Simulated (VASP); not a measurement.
# Pd under a change of volume

Wanted: the elastic response of Pd to a change of volume, with a fit that predicts a row left out.

Method: r2SCAN; plane waves and PAW (Pd), in the first sound run; inputs show where later runs differ, in VASP 6.6.1.

## 1. The structure

The structure is cubic, space group Fm-3m (No. 225). Conventional cell: a = 3.890 Å, b = 3.890 Å, c = 3.890 Å, α = 90.00°, β = 90.00°, γ = 90.00°. Nearest to Pd lie 12 Pd at 2.75 Å.

## 2. Relax the crystal, r2SCAN

The series starts from the cell that this level prefers, so that zero strain is near zero stress.

This step took 2 runs in a row; the last is shown.

Level: r2SCAN; plane waves and PAW (Pd).

INCAR

```
SYSTEM = Pd
PREC = Accurate
ENCUT = 450
EDIFF = 1E-07
NELM = 120
ISMEAR = 1
SIGMA = 0.15
LREAL = .FALSE.
ALGO = Normal
METAGGA = R2SCAN
LASPH = .TRUE.
NBANDS = 11
LORBIT = 11
LWAVE = .FALSE.
LCHARG = .FALSE.
KPAR = 8
IBRION = 2
NSW = 40
ISIF = 3
EDIFFG = -0.005
POTIM = 0.4
```

POSCAR

```
Pd
1.0
    0.0000000000      1.9559667799      1.9559667799
    1.9559667799      0.0000000000      1.9559667799
    1.9559667799      1.9559667799      0.0000000000
Pd
1
Direct
    0.0000000000      0.0000000000      0.0000000000
```

KPOINTS

```
Automatic mesh
0
Gamma
26 26 26
0 0 0
```

Potentials, in the order of the species: Pd (PBE family, release 64).

Started as:

```sh
> mpirun -np 8 vasp_std
```

Output:

```text
[banner, memory and clock lines left out]
running    8 mpi-ranks, on    1 nodes
[...]
|                                                                             |
|           W    W    AA    RRRRR   N    N  II  N    N   GGGG   !!!           |
|           W    W   A  A   R    R  NN   N  II  NN   N  G    G  !!!           |
|           W    W  A    A  R    R  N N  N  II  N N  N  G       !!!           |
|           W WW W  AAAAAA  RRRRR   N  N N  II  N  N N  G  GGG   !            |
|           WW  WW  A    A  R   R   N   NN  II  N   NN  G    G                |
|           W    W  A    A  R    R  N    N  II  N    N   GGGG   !!!           |
|                                                                             |
|     For optimal performance we recommend to set                             |
|       NCORE = 2 up to number-of-cores-per-socket                            |
|     NCORE specifies how many cores store one orbital (NPAR=cpu/NCORE).      |
|     This setting can greatly improve the performance of VASP for DFT.       |
[...]
|     You enforced a specific xc type in the INCAR file but a different       |
|     [... a line on the potential file left out ...]
|     I HOPE YOU KNOW WHAT YOU ARE DOING!                                     |
|                                                                             |

 LDA part: xc-table for (None), standard interpolation
 POSCAR, INCAR and KPOINTS ok, starting setup
[...]
entering main loop
       N       E                     dE             d eps       ncg     rms          rms(c)
DAV:   1     0.190332601686E+02    0.19033E+02   -0.47873E+03 11394   0.776E+02
DAV:   2    -0.255725320193E+02   -0.44606E+02   -0.43051E+02 12481   0.175E+02
DAV:   3    -0.260653287565E+02   -0.49280E+00   -0.49019E+00 13806   0.201E+01
DAV:   4    -0.260671845783E+02   -0.18558E-02   -0.18555E-02 13683   0.126E+00
[...]
DAV:  12    -0.229460575640E+02    0.10060E-05   -0.10620E-06 13677   0.108E-02    0.169E-03
DAV:  13    -0.229460572810E+02    0.28299E-06   -0.25329E-08  7821   0.134E-03    0.961E-04
DAV:  14    -0.229460572787E+02    0.23332E-08   -0.84932E-08  6014   0.246E-03
   1 F= -.22946057E+02 E0= -.22945357E+02  d E =-.229461E+02
[...]
reached required accuracy - stopping structural energy minimisation
```

It took 51 s on 8 MPI ranks of AMD EPYC 7R43, shared host; peak memory 1.2 GiB.

The logs omit lines about the potential files and the build; timing stands in the text.

Parts of OUTCAR (step 2):

```text
  Total        0.0026481      0.0026481      0.0026481      0.0000000      0.0000000      0.0000000
  in kB        0.2834831      0.2834831      0.2834831      0.0000000      0.0000000      0.0000000
  external PRESSURE =       0.2834831 kB  Pullay stress =       0.0000000 kB

 POSITION                                       TOTAL-FORCE (eV/Angst)
 -----------------------------------------------------------------------------------
      0.00000      0.00000      0.00000         0.000000      0.000000     -0.000000
 -----------------------------------------------------------------------------------
    total drift:                               -0.000000     -0.000000     -0.000000

  FREE ENERGIE OF THE ION-ELECTRON SYSTEM (eV)
  ---------------------------------------------------
  free  energy   TOTEN  =       -22.9460572787 eV

  energy  without entropy=      -22.9439552559  energy(sigma->0) =      -22.94535660

 reached required accuracy - stopping structural energy minimisation

[... 3 further parts left out ...]
[key lines of the parts left out:]
E-fermi :   9.3528
```

This run gave:

- energy(sigma→0) of the program: -22.9454 eV
- stress, compression positive: xx, yy, zz 0.03, 0.03, 0.03 GPa
- volume: 14.966 Å³
- ionic steps: 1

## 3. Relax at fixed volume, r2SCAN

One member in full: the volume is scaled by 0.99, and the cell is held.

Level: r2SCAN; plane waves and PAW (Pd).

Changes to INCAR since step 2:

```diff
@@ -15,7 +15,8 @@
 LCHARG = .FALSE.
-KPAR = 8
+KPAR = 2
 IBRION = 2
 NSW = 40
-ISIF = 3
-EDIFFG = -0.005
+ISIF = 2
+EDIFFG = -0.004
 POTIM = 0.4
+MAXMIX = 40
```

POSCAR

```
Pd
1.0
    0.0000000000      1.9494250361      1.9494250361
    1.9494250361      0.0000000000      1.9494250361
    1.9494250361      1.9494250361      0.0000000000
Pd
1
Direct
    0.0000000000      0.0000000000      0.0000000000
```

KPOINTS is that of step 2.

Started as:

```sh
> mpirun -np 2 vasp_std
```

Output:

```text
[banner, memory and clock lines left out]
running    2 mpi-ranks, on    1 nodes
[...]
[... a notice as in an earlier step ...]

 LDA part: xc-table for (None), standard interpolation
 POSCAR, INCAR and KPOINTS ok, starting setup
[...]
entering main loop
       N       E                     dE             d eps       ncg     rms          rms(c)
DAV:   1     0.194538148420E+02    0.19454E+02   -0.48236E+03 11338   0.780E+02
DAV:   2    -0.255474278792E+02   -0.45001E+02   -0.43475E+02 12468   0.176E+02
DAV:   3    -0.260522379646E+02   -0.50481E+00   -0.50246E+00 13768   0.203E+01
DAV:   4    -0.260541754463E+02   -0.19375E-02   -0.19372E-02 13679   0.129E+00
[...]
DAV:  12    -0.229451223136E+02    0.99720E-06   -0.11204E-06 13677   0.110E-02    0.202E-03
DAV:  13    -0.229451219889E+02    0.32477E-06   -0.36543E-08  7959   0.159E-03    0.969E-04
DAV:  14    -0.229451219777E+02    0.11173E-07   -0.85693E-08  6020   0.250E-03
   1 F= -.22945122E+02 E0= -.22944460E+02  d E =-.229451E+02
[...]
reached required accuracy - stopping structural energy minimisation
```

Wall time 2.9 min (2 MPI ranks); peak memory 0.27 GiB.

OUTCAR, selected parts (step 3):

```text
  Total        0.1809319      0.1809319      0.1809319      0.0000000      0.0000000     -0.0000000
  in kB       19.5648310     19.5648310     19.5648310      0.0000000      0.0000000     -0.0000000
  external PRESSURE =      19.5648310 kB  Pullay stress =       0.0000000 kB

 POSITION                                       TOTAL-FORCE (eV/Angst)
 -----------------------------------------------------------------------------------
      0.00000      0.00000      0.00000         0.000000     -0.000000      0.000000
 -----------------------------------------------------------------------------------
    total drift:                               -0.000000     -0.000000     -0.000000

  FREE ENERGIE OF THE ION-ELECTRON SYSTEM (eV)
  ---------------------------------------------------
  free  energy   TOTEN  =       -22.9451219777 eV

  energy  without entropy=      -22.9431356276  energy(sigma->0) =      -22.94445986

[... 2 parts as in an earlier step ...]

[... 2 further parts left out ...]
[key lines of the parts left out:]
E-fermi :   9.5203
```

Numbers from this step:

| Quantity | Value |
| --- | --- |
| energy(sigma→0) of the program | -22.9445 eV |
| stress, compression positive | xx, yy, zz 1.96, 1.96, 1.96 GPa |
| ionic steps | 1 |

## 4. The whole series

The other members went through these steps as far as the tables show, with the same cutoff and, step by step, the same mesh; 9 runs are not shown. The session took 1.3 core hours (wall time by ranks) on a shared machine.

```tsv
volume over the relaxed volume	volume (Å³/atom)	pressure (GPa)	energy above the unstrained row, extrapolated to no smearing (meV/atom)
0.940	14.068	13.740	35.958
0.960	14.368	?	?
0.980	14.667	4.014	3.655
0.990	14.817	1.956	0.897
1	14.966	0.028	0.000
1.010	15.116	-1.777	0.847
1.020	15.266	-3.466	3.325
1.040	15.565	-6.526	12.757
1.060	15.864	-9.199	27.531
```

## 5. Stress from the known rows

A least-squares cubic through the 8 rows shown, with u the logarithm of the volume ratio: pressure = − 695.2 u³ + 523.9 u² − 186.5 u + 0.02759 (GPa), r.m.s. residual 8.8e-4 GPa.

At u = -0.04082 this predicts 8.562 GPa.

## 6. Prediction against calculation

The calculation gives 8.560 GPa, so the prediction is 0.002 GPa too high.

A cubic of the pressure in ln(V/V₀) through all rows has the slope −B at V₀: B = 186 GPa, and its curvature gives B′ = 5.6.

## 7. What came out

| Property | Result |
| --- | --- |
| error of the predicted pressure | 0.002 GPa |
| bulk modulus | 186 GPa |

**Reading.** These are static values: temperature and zero-point motion are left out. In a metal the slopes also depend on mesh and smearing, which were held through the series.

[Lines on the potential files, build, host, timing and source positions are cut from VASP's logs without a mark.]

[Logs are printed without paths, hosts, clocks, repeated set-up lines and the standing remarks that a program may print on its own settings, such as how far it seeks lower states.]

[Hosts, paths, dates, database ids (printed as entryN), source tags and the programs' standing remarks are cut or masked in the printed files.]

[In band tables of VASP the shares of atoms and orbitals are scaled to a sum of 1 inside the atoms' spheres.]
